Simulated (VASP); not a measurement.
CsPdO3, 5 atoms in the cell. Symmetry: Pm-3m, No. 221, cubic system. The conventional cell has a = 4.200 Å, b = 4.200 Å, c = 4.200 Å, α = 90.00°, β = 90.00°, γ = 90.00°. Cs (site symmetry m-3m) is surrounded by 12 O at 2.97 Å. Around Pd (site symmetry m-3m) lie 6 O at 2.10 Å. O (site symmetry 4/mmm) has 2 Pd at 2.10 Å as nearest neighbours. The cell comes from a database or a generator and needn't be the stable form of this composition.

- Program: VASP 6.6.1
- Task: single point
- Functional: LDA
- Potentials or basis: VASP PAW LDA potentials, release 64 (Cs_sv, Pd, O)
- Cutoff: 520 eV
- k mesh: 5 × 5 × 5
- Occupations: fermi-dirac, width 0.05 eV
- Spin: no spin polarisation
- Dipole correction: no
- Further INCAR settings: ALGO = Fast; EDIFF = 1e-07; NBANDS = 26

Potentials or basis: VASP PAW LDA potentials, release 64 (Cs_sv, Pd, O).

Run with:

```sh
$ cat potpaw_LDA.64/Cs_sv/POTCAR potpaw_LDA.64/Pd/POTCAR potpaw_LDA.64/O/POTCAR > POTCAR
$ mpirun -np 1 vasp_std > vasp.out
```

Hardware: 1 thread of Intel(R) Xeon(R) Platinum 8259CL CPU @ 2.50GHz (Skylake/Cascade Lake), with other jobs on the host.

**Question.** How long does it take, and how much memory?

**Answer.** It took 32 s on 1 thread of Intel(R) Xeon(R) Platinum 8259CL CPU @ 2.50GHz (Skylake/Cascade Lake) (shared host), peak memory 0.16 GiB. Counts: scf iterations 17, k points 10.
